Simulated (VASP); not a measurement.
An input for Ansatz (written as the equivalent of a VASP run, and not itself run):

Ansatz 0.2 input:
```yaml
crystal:
  lattice:
    - [4.3570870, 0.0000000, 0.0000000]
    - [-2.1785430, 3.7733480, 0.0000000]
    - [0.0000000, 0.0000000, 14.2639850]
  atoms:
    - { symbol: Mg, position: [0.0000000, 0.0000000, 0.0000000] }
    - { symbol: Mg, position: [0.0000000, 0.0000000, 0.5000000] }
    - { symbol: Mg, position: [0.6666670, 0.3333330, 0.7501800] }
    - { symbol: Mg, position: [0.3333330, 0.6666670, 0.2501800] }
    - { symbol: Te, position: [0.0000000, 0.0000000, 0.8121600] }
    - { symbol: Te, position: [0.0000000, 0.0000000, 0.3121600] }
    - { symbol: Te, position: [0.6666670, 0.3333330, 0.5632900] }
    - { symbol: Te, position: [0.3333330, 0.6666670, 0.0632900] }
kpoints:
  mp_grid: { grid: [5, 5, 2] }
hamiltonian:
  xc: pbe
  pseudopotentials: { kind: paw }
scf:
  occupations: { method: methfessel_paxton, width: 0.2 }
  max_iter: 100
output: { forces: true, stress: true, eigenvalues: true }
```

### Question
Write the VASP files for the same calculation (PBE).

### Answer
One answer among several that fit: 
File POSCAR:
```
MgTe
1
    4.3570870000     0.0000000000     0.0000000000
   -2.1785430000     3.7733480000     0.0000000000
    0.0000000000     0.0000000000    14.2639850000
Mg Te
4 4
Direct
  0.0000000000   0.0000000000   0.0000000000
  0.0000000000   0.0000000000   0.5000000000
  0.6666670000   0.3333330000   0.7501800000
  0.3333330000   0.6666670000   0.2501800000
  0.0000000000   0.0000000000   0.8121600000
  0.0000000000   0.0000000000   0.3121600000
  0.6666670000   0.3333330000   0.5632900000
  0.3333330000   0.6666670000   0.0632900000
```

File KPOINTS:
```
Automatic mesh
0
Gamma
5 5 2
0 0 0
```

INCAR:
```
ALGO  =  Normal
EDIFF  =  1E-6
ENCUT  =  180
GGA  =  PE
ISIF  =  2
ISMEAR  =  1
LASPH  =  .TRUE.
LCHARG  =  .FALSE.
LMAXMIX  =  4
LREAL  =  .FALSE.
LWAVE  =  .FALSE.
NELM  =  100
PREC  =  Accurate
SIGMA  =  0.2
SYSTEM  =  MgTe
```

POTCAR, in this order: Mg Te (PBE.64 set). Program: vasp_std.

Limits of the translation: each code has its own PAW files, so the cut-off isn't converted (ENCUT is set for VASP's; basis.ecutwfc is left out, and Ansatz then takes the one that its files recommend); Ansatz stops its SCF on the density residual and VASP on the energy change (EDIFF).

The structure was generated: MgTe was put into an ordered model structure, which need not be its known phase. The cell was not relaxed at this level, and its volume differs by -8.7 % from the start's. The run is one of a series of settings (ENCUT = 180 against the base run), some of them coarse on purpose.
